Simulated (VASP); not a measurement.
Here is the system:

```xyz
2
Lattice="0.0000 2.4637 2.4637 2.4637 0.0000 2.4637 2.4637 2.4637 0.0000" Properties=species:S:1:pos:R:3 pbc="T T T"
Eu     0.0000     0.0000     0.0000
O      2.4637     2.4637     2.4637
```

Calculation: HSE06 screened hybrid, VASP's PBE PAW potentials (set 64) (plane waves; VASP 6.6.1). Numerical set-up: 520 eV cut-off, 8×8×8 Γ-centred mesh, Gaussian smearing of 0.050 eV, potentials Eu_2 O.

The 4f electrons are frozen in the core of the lanthanide potential, so 4f levels, which can set the real gap, and their magnetism are missing.

Problem. What does the run give for the energy per atom (σ→0), band gap (on the k-mesh) with the smallest direct gap where there is one?

Solution. 
```json
{
 "band gap (on the k-mesh)": "4.04 eV",
 "smallest direct gap (on the k-mesh)": "4.04 eV",
 "energy per atom (σ→0)": "-7.766 eV/atom"
}
```

The compound is EuO in the rock salt structure. This cell is one point of a volume scan, at 0.97 of the reference volume. The cell's shape comes from a PBE relaxation.
